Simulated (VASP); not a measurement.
# 2H-WS2 monolayer and its bilayer, part 5 of 9

Aim: relax 2H-WS2 monolayer, place its levels against the vacuum, then find how two sheets stack and bind.

VASP 6.6.1, plane waves and PAW; the level of theory is named at each step.

So far. Step 6 (The slab in a field, field 0.1): Energy at zero smearing: -69.61677 eV.

## (7) With spin-orbit coupling

This step: r2SCAN with rVV10, spin-orbit coupling, no spin polarisation; plane waves and PAW (W, S) (VASP 6.6.1).

For heavy elements spin-orbit coupling shifts the highest filled levels.

Contents of INCAR:

```
SYSTEM = WS2
PREC = Normal
ENCUT = 350
EDIFF = 1E-06
NELM = 120
ISMEAR = 0
SIGMA = 0.03
LREAL = .FALSE.
ALGO = Normal
METAGGA = R2SCAN
LUSE_VDW = .TRUE.
IVDW_NL = 2
BPARAM = 11.95
CPARAM = 0.0093
LASPH = .TRUE.
LNONCOLLINEAR = .TRUE.
MAGMOM = 0 0 0 0 0 0 0 0 0
NBANDS = 30
GGA_COMPAT = .FALSE.
LSORBIT = .TRUE.
LMAXMIX = 4
LWAVE = .FALSE.
LCHARG = .FALSE.
KPAR = 4
IDIPOL = 3
LDIPOL = .TRUE.
DIPOL = 0.5 0.5 0.5
```

Contents of POSCAR:

```
WS2
1.0
    3.1653557394      0.0000000000      0.0000000000
   -1.5826778697      2.7412784823      0.0000000000
    0.0000000000      0.0000000000     22.0000000000
W S
1 2
Direct
    0.3333333333      0.6666666667      0.5000000000
    0.6666666667      0.3333333333      0.4290157804
    0.6666666667      0.3333333333      0.5709842196
```

Contents of KPOINTS:

```
Automatic mesh
0
Gamma
12 12 1
0 0 0
```

Contents of KPOINTS_OPT:

```
Line mode
14
Line-mode
Reciprocal
  0.00000000   0.00000000   0.00000000 GAMMA
  0.50000000   0.00000000   0.00000000 M

  0.50000000   0.00000000   0.00000000 M
  0.33333333   0.33333333   0.00000000 K

  0.33333333   0.33333333   0.00000000 K
  0.00000000   0.00000000   0.00000000 GAMMA
```

Potentials, in the order of the species: W and S (PBE family, release 64).

Command:

```sh
> mpirun -np 4 vasp_ncl
```

Output:

```text
[... set-up lines as in an earlier step ...]
 entering main loop
       N       E                     dE             d eps       ncg     rms          rms(c)
Total rVV10 correction in eV:      0.5099575    23.6031916
Total rVV10 correction in eV:      0.5099575    23.6031916
Total rVV10 correction in eV:      0.5099575    23.6031916
Total rVV10 correction in eV:      0.5099575    23.6031916
DAV:   1     0.697391906352E+02    0.69739E+02   -0.50728E+03  1876   0.658E+02
DAV:   2    -0.575819784000E+02   -0.12732E+03   -0.12046E+03  2810   0.172E+02
DAV:   3    -0.728015396578E+02   -0.15220E+02   -0.15083E+02  2546   0.681E+01
DAV:   4    -0.731381618060E+02   -0.33662E+00   -0.33501E+00  2480   0.121E+01
DAV:   5    -0.731468454843E+02   -0.86837E-02   -0.86793E-02  2438   0.186E+00    0.270E+01
Total rVV10 correction in eV:      0.5116803    23.6042096
Total rVV10 correction in eV:      0.5116803    23.6042096
Total rVV10 correction in eV:      0.5116803    23.6042096
Total rVV10 correction in eV:      0.5116803    23.6042096
DAV:   6    -0.698751224713E+02    0.32717E+01   -0.34355E+00  2474   0.138E+01    0.137E+01
Total rVV10 correction in eV:      0.5066893    23.6053536
Total rVV10 correction in eV:      0.5066893    23.6053536
Total rVV10 correction in eV:      0.5066893    23.6053536
Total rVV10 correction in eV:      0.5066893    23.6053536
DAV:   7    -0.698144749408E+02    0.60648E-01   -0.10079E+00  2396   0.904E+00    0.714E+00
Total rVV10 correction in eV:      0.5086980    23.6053919
Total rVV10 correction in eV:      0.5086980    23.6053919
Total rVV10 correction in eV:      0.5086980    23.6053919
Total rVV10 correction in eV:      0.5086980    23.6053919
DAV:   8    -0.697665557999E+02    0.47919E-01   -0.18095E-01  2396   0.337E+00    0.955E-01
Total rVV10 correction in eV:      0.5103432    23.6051591
Total rVV10 correction in eV:      0.5103432    23.6051591
Total rVV10 correction in eV:      0.5103432    23.6051591
Total rVV10 correction in eV:      0.5103432    23.6051591
DAV:   9    -0.697656162192E+02    0.93958E-03   -0.22464E-02  2416   0.115E+00    0.624E-01
Total rVV10 correction in eV:      0.5117590    23.6049894
Total rVV10 correction in eV:      0.5117590    23.6049894
Total rVV10 correction in eV:      0.5117590    23.6049894
Total rVV10 correction in eV:      0.5117590    23.6049894
DAV:  10    -0.697655348319E+02    0.81387E-04   -0.65105E-03  2324   0.514E-01    0.366E-01
Total rVV10 correction in eV:      0.5128834    23.6048671
Total rVV10 correction in eV:      0.5128834    23.6048671
Total rVV10 correction in eV:      0.5128834    23.6048671
Total rVV10 correction in eV:      0.5128834    23.6048671
DAV:  11    -0.697662182398E+02   -0.68341E-03   -0.14887E-03  2400   0.256E-01    0.302E-01
Total rVV10 correction in eV:      0.5135472    23.6046700
Total rVV10 correction in eV:      0.5135472    23.6046700
Total rVV10 correction in eV:      0.5135472    23.6046700
Total rVV10 correction in eV:      0.5135472    23.6046700
DAV:  12    -0.697666928493E+02   -0.47461E-03   -0.18339E-04  2370   0.106E-01    0.166E-01
Total rVV10 correction in eV:      0.5142480    23.6044786
Total rVV10 correction in eV:      0.5142480    23.6044786
Total rVV10 correction in eV:      0.5142480    23.6044786
Total rVV10 correction in eV:      0.5142480    23.6044786
DAV:  13    -0.697671398348E+02   -0.44699E-03   -0.14689E-04  2152   0.758E-02    0.449E-02
Total rVV10 correction in eV:      0.5145760    23.6043373
Total rVV10 correction in eV:      0.5145760    23.6043373
Total rVV10 correction in eV:      0.5145760    23.6043373
Total rVV10 correction in eV:      0.5145760    23.6043373
DAV:  14    -0.697675200422E+02   -0.38021E-03   -0.36738E-05  2318   0.377E-02    0.168E-02
Total rVV10 correction in eV:      0.5151623    23.6038407
Total rVV10 correction in eV:      0.5151623    23.6038407
Total rVV10 correction in eV:      0.5151623    23.6038407
Total rVV10 correction in eV:      0.5151623    23.6038407
DAV:  15    -0.697686372526E+02   -0.11172E-02   -0.22859E-04  2370   0.837E-02    0.167E-02
Total rVV10 correction in eV:      0.5152910    23.6035776
Total rVV10 correction in eV:      0.5152910    23.6035776
Total rVV10 correction in eV:      0.5152910    23.6035776
Total rVV10 correction in eV:      0.5152910    23.6035776
DAV:  16    -0.697689682710E+02   -0.33102E-03   -0.62587E-05  2372   0.433E-02    0.284E-02
Total rVV10 correction in eV:      0.5152590    23.6034953
Total rVV10 correction in eV:      0.5152590    23.6034953
Total rVV10 correction in eV:      0.5152590    23.6034953
Total rVV10 correction in eV:      0.5152590    23.6034953
DAV:  17    -0.697690494151E+02   -0.81144E-04   -0.41904E-06  2320   0.157E-02    0.154E-02
Total rVV10 correction in eV:      0.5152011    23.6033160
Total rVV10 correction in eV:      0.5152011    23.6033160
Total rVV10 correction in eV:      0.5152011    23.6033160
Total rVV10 correction in eV:      0.5152011    23.6033160
DAV:  18    -0.697691646092E+02   -0.11519E-03   -0.96314E-06  2320   0.196E-02    0.526E-03
Total rVV10 correction in eV:      0.5151750    23.6032637
Total rVV10 correction in eV:      0.5151750    23.6032637
Total rVV10 correction in eV:      0.5151750    23.6032637
Total rVV10 correction in eV:      0.5151750    23.6032637
DAV:  19    -0.697691857319E+02   -0.21123E-04   -0.26959E-06  2318   0.147E-02    0.711E-03
Total rVV10 correction in eV:      0.5151544    23.6032224
Total rVV10 correction in eV:      0.5151544    23.6032224
Total rVV10 correction in eV:      0.5151544    23.6032224
Total rVV10 correction in eV:      0.5151544    23.6032224
DAV:  20    -0.697691987032E+02   -0.12971E-04   -0.48881E-06  2152   0.226E-02    0.502E-03
Total rVV10 correction in eV:      0.5151400    23.6031912
Total rVV10 correction in eV:      0.5151400    23.6031912
Total rVV10 correction in eV:      0.5151400    23.6031912
Total rVV10 correction in eV:      0.5151400    23.6031912
DAV:  21    -0.697692075976E+02   -0.88944E-05   -0.59234E-06  2172   0.257E-02    0.226E-03
Total rVV10 correction in eV:      0.5151372    23.6031870
Total rVV10 correction in eV:      0.5151372    23.6031870
Total rVV10 correction in eV:      0.5151372    23.6031870
Total rVV10 correction in eV:      0.5151372    23.6031870
DAV:  22    -0.697692101958E+02   -0.25982E-05   -0.12519E-05  2172   0.392E-02    0.228E-03
Total rVV10 correction in eV:      0.5151353    23.6031853
Total rVV10 correction in eV:      0.5151353    23.6031853
Total rVV10 correction in eV:      0.5151353    23.6031853
Total rVV10 correction in eV:      0.5151353    23.6031853
DAV:  23    -0.697692126762E+02   -0.24804E-05   -0.19070E-05  2016   0.497E-02    0.220E-03
Total rVV10 correction in eV:      0.5151352    23.6031852
Total rVV10 correction in eV:      0.5151352    23.6031852
Total rVV10 correction in eV:      0.5151352    23.6031852
Total rVV10 correction in eV:      0.5151352    23.6031852
DAV:  24    -0.697692150062E+02   -0.23300E-05   -0.15133E-05  1950   0.433E-02    0.210E-03
Total rVV10 correction in eV:      0.5151352    23.6031855
Total rVV10 correction in eV:      0.5151352    23.6031855
Total rVV10 correction in eV:      0.5151352    23.6031855
Total rVV10 correction in eV:      0.5151352    23.6031855
DAV:  25    -0.697692179492E+02   -0.29431E-05   -0.23699E-05  1944   0.511E-02    0.233E-03
Total rVV10 correction in eV:      0.5151335    23.6031860
Total rVV10 correction in eV:      0.5151335    23.6031860
Total rVV10 correction in eV:      0.5151335    23.6031860
Total rVV10 correction in eV:      0.5151335    23.6031860
DAV:  26    -0.697692313450E+02   -0.13396E-04   -0.87455E-05  1932   0.834E-02    0.262E-03
Total rVV10 correction in eV:      0.5151332    23.6031866
Total rVV10 correction in eV:      0.5151332    23.6031866
Total rVV10 correction in eV:      0.5151332    23.6031866
Total rVV10 correction in eV:      0.5151332    23.6031866
DAV:  27    -0.697692498598E+02   -0.18515E-04   -0.11252E-04  1932   0.109E-01    0.333E-03
Total rVV10 correction in eV:      0.5151331    23.6031864
Total rVV10 correction in eV:      0.5151331    23.6031864
Total rVV10 correction in eV:      0.5151331    23.6031864
Total rVV10 correction in eV:      0.5151331    23.6031864
DAV:  28    -0.697692775158E+02   -0.27656E-04   -0.16294E-04  1932   0.137E-01    0.403E-03
Total rVV10 correction in eV:      0.5151332    23.6031870
Total rVV10 correction in eV:      0.5151332    23.6031870
Total rVV10 correction in eV:      0.5151332    23.6031870
Total rVV10 correction in eV:      0.5151332    23.6031870
DAV:  29    -0.697693102319E+02   -0.32716E-04   -0.14706E-04  1920   0.134E-01    0.455E-03
Total rVV10 correction in eV:      0.5151333    23.6031901
Total rVV10 correction in eV:      0.5151333    23.6031901
Total rVV10 correction in eV:      0.5151333    23.6031901
Total rVV10 correction in eV:      0.5151333    23.6031901
DAV:  30    -0.697693304307E+02   -0.20199E-04   -0.10083E-04  1920   0.113E-01    0.475E-03
Total rVV10 correction in eV:      0.5151334    23.6031944
Total rVV10 correction in eV:      0.5151334    23.6031944
Total rVV10 correction in eV:      0.5151334    23.6031944
Total rVV10 correction in eV:      0.5151334    23.6031944
DAV:  31    -0.697693282398E+02    0.21908E-05   -0.43967E-05  1920   0.763E-02    0.470E-03
Total rVV10 correction in eV:      0.5151329    23.6031989
Total rVV10 correction in eV:      0.5151329    23.6031989
Total rVV10 correction in eV:      0.5151329    23.6031989
Total rVV10 correction in eV:      0.5151329    23.6031989
DAV:  32    -0.697693090727E+02    0.19167E-04   -0.77116E-05  1908   0.107E-01    0.451E-03
Total rVV10 correction in eV:      0.5151330    23.6032023
Total rVV10 correction in eV:      0.5151330    23.6032023
Total rVV10 correction in eV:      0.5151330    23.6032023
Total rVV10 correction in eV:      0.5151330    23.6032023
DAV:  33    -0.697693321408E+02   -0.23068E-04   -0.21806E-05  1944   0.478E-02    0.489E-03
Total rVV10 correction in eV:      0.5151331    23.6032052
Total rVV10 correction in eV:      0.5151331    23.6032052
Total rVV10 correction in eV:      0.5151331    23.6032052
Total rVV10 correction in eV:      0.5151331    23.6032052
DAV:  34    -0.697693274815E+02    0.46593E-05   -0.22934E-05  1908   0.510E-02    0.501E-03
Total rVV10 correction in eV:      0.5151332    23.6032065
Total rVV10 correction in eV:      0.5151332    23.6032065
Total rVV10 correction in eV:      0.5151332    23.6032065
Total rVV10 correction in eV:      0.5151332    23.6032065
DAV:  35    -0.697693281712E+02   -0.68966E-06   -0.92121E-06  1968   0.324E-02
Total rVV10 correction in eV:      0.5151310    23.6031880
Total rVV10 correction in eV:      0.5151310    23.6031880
Total rVV10 correction in eV:      0.5151310    23.6031880
Total rVV10 correction in eV:      0.5151310    23.6031880
Total rVV10 correction in eV:      0.5151332    23.6032077
Total rVV10 correction in eV:      0.5151332    23.6032077
Total rVV10 correction in eV:      0.5151332    23.6032077
Total rVV10 correction in eV:      0.5151332    23.6032077
   1 F= -.69769328E+02 E0= -.69769328E+02  d E =-.216024E-17  mag=    -0.0000     0.0000     0.0000
 Start KPOINTS_OPT (optional k-point list driver)
k-point batch [1-31\42]
       N       E                     dE             ncg
DAV:   1    -0.223546041006E+03   -0.13661E+05     1900
DAV:   2    -0.423398129510E+04   -0.40104E+04     2752
DAV:   3    -0.467609125585E+04   -0.44211E+03     2514
DAV:   4    -0.468488345319E+04   -0.87922E+01     2412
DAV:   5    -0.468507604281E+04   -0.19259E+00     2392
DAV:   6    -0.468508280451E+04   -0.67617E-02     2454
DAV:   7    -0.468508308836E+04   -0.28385E-03     2470
DAV:   8    -0.468508310036E+04   -0.11996E-04     2334
DAV:   9    -0.468508310092E+04   -0.56456E-06     1728
k-point batch [32-42\42]
       N       E                     dE             ncg
DAV:   1     0.114176925958E+05   -0.24835E+04      700
DAV:   2     0.101685311879E+05   -0.12492E+04      982
DAV:   3     0.100063737896E+05   -0.16216E+03      936
DAV:   4     0.100025194640E+05   -0.38543E+01      882
DAV:   5     0.100024313490E+05   -0.88115E-01      848
DAV:   6     0.100024287061E+05   -0.26429E-02      920
DAV:   7     0.100024285887E+05   -0.11739E-03      876
DAV:   8     0.100024285823E+05   -0.63627E-05      814
DAV:   9     0.100024285820E+05   -0.31806E-06      652
```

Elapsed: 11 min, on 4 MPI ranks of Intel Xeon Platinum 8488C (Sapphire Rapids), shared host; peak memory 2 GiB.

Parts of OUTCAR (step 7):

```text
   k-points           NKPTS =     31   k-points in BZ     NKDIM =     31   number of bands    NBANDS=     30

   NELECT =      18.0000    total number of electrons

 dipolmoment           0.000000      0.000000     -0.000000 electrons x Angstroem

 E-fermi :  -2.3403

 k-point     1 :       0.0000    0.0000    0.0000
  band No.  band energies     occupation
    ...
     14      -4.5591      1.00000
     15      -4.3428      1.00000
     16      -4.3428      1.00000
     17      -2.7473      1.00000
     18      -2.7473      1.00000
     19       0.3261      0.00000
     20       0.3261      0.00000
     21       0.3597      0.00000
     22       0.3597      0.00000
     23       0.6531      0.00000
    ...

  Total       -0.0201747     -0.0201747     -0.0380622     -0.0000000      0.0000000      0.0000000
  in kB       -0.1693247     -0.1693247     -0.3194522     -0.0000000      0.0000000      0.0000000
  external PRESSURE =      -0.2193672 kB  Pullay stress =       0.0000000 kB

 POSITION                                       TOTAL-FORCE (eV/Angst)
 -----------------------------------------------------------------------------------
     -0.00000      1.82752     11.00000         0.000000      0.000000      0.000000
      1.58268      0.91376      9.43835        -0.000000      0.000000     -0.012456
      1.58268      0.91376     12.56165        -0.000000      0.000000      0.012456
 -----------------------------------------------------------------------------------
    total drift:                                0.000007     -0.000026      0.000000

  FREE ENERGIE OF THE ION-ELECTRON SYSTEM (eV)
  ---------------------------------------------------
  free  energy   TOTEN  =       -69.7693281712 eV

  energy  without entropy=      -69.7693281712  energy(sigma->0) =      -69.76932817

 vacuum level on the upper side and lower side of the slab         3.221         3.221

 Spin-Orbit-Coupling matrix elements
 Ion:    1  E_soc:     -0.3058202
 Ion:    2  E_soc:     -0.0028653
 Ion:    3  E_soc:     -0.0028653

[... 6 parts as in an earlier step ...]

[... 9 further parts left out ...]
```

This step gave:

```yaml
electronic_cycles: 35
free_energy_toten: -69.7693 eV
fermi_energy: -2.340 eV
least_gap_on_mesh_and_path: 1.727 eV
least_direct_gap_on_mesh_and_path: 1.727 eV
dipole_moment: 0, 0, 0 e·Å
```

On-site spin-orbit energy by atom:

| atom | on-site spin-orbit energy (eV) |
| --- | --- |
| W1 | -0.306 |
| S2 | -0.003 |
| S3 | -0.003 |

Electronic bands along the path, in eV, zero at the valence-band top; v1 is the highest filled band, c1 the lowest empty one:

| point | v4 | v3 | v2 | v1 | c1 | c2 | c3 | c4 |
| --- | --- | --- | --- | --- | --- | --- | --- | --- |
| Γ | -1.83 | -1.83 | -0.24 | -0.24 | 2.84 | 2.84 | 2.87 | 2.87 |
| 0.46 of the way | -1.89 | -1.89 | -0.97 | -0.97 | 2.21 | 2.21 | 2.61 | 2.61 |
| M | -1.61 | -1.61 | -1.15 | -1.15 | 2.73 | 2.73 | 3.32 | 3.32 |
| 0.46 of the way | -2.49 | -2.49 | -0.88 | -0.55 | 2.42 | 2.63 | 3.25 | 3.74 |
| K | -2.79 | -2.72 | -0.43 | 0.00 | 1.73 | 1.76 | 3.32 | 3.35 |
| 0.54 of the way | -1.65 | -1.59 | -1.15 | -0.97 | 1.87 | 2.12 | 2.66 | 2.71 |
| Γ | -1.83 | -1.83 | -0.24 | -0.24 | 2.84 | 2.84 | 2.87 | 2.87 |

The path shows a direct gap of 1.73 eV (valence top at K, conduction bottom at K).

(Part 5 of 9 ends here.)

[Lines on the potential files, build, host, timing and source positions are cut from VASP's logs without a mark.]

[Logs are printed without paths, hosts, clocks, repeated set-up lines and the standing remarks that a program may print on its own settings, such as how far it seeks lower states.]

[Hosts, paths, dates, database ids (printed as entryN), source tags and the programs' standing remarks are cut or masked in the printed files.]

[Runs that stopped without an error message from VASP are left out.]
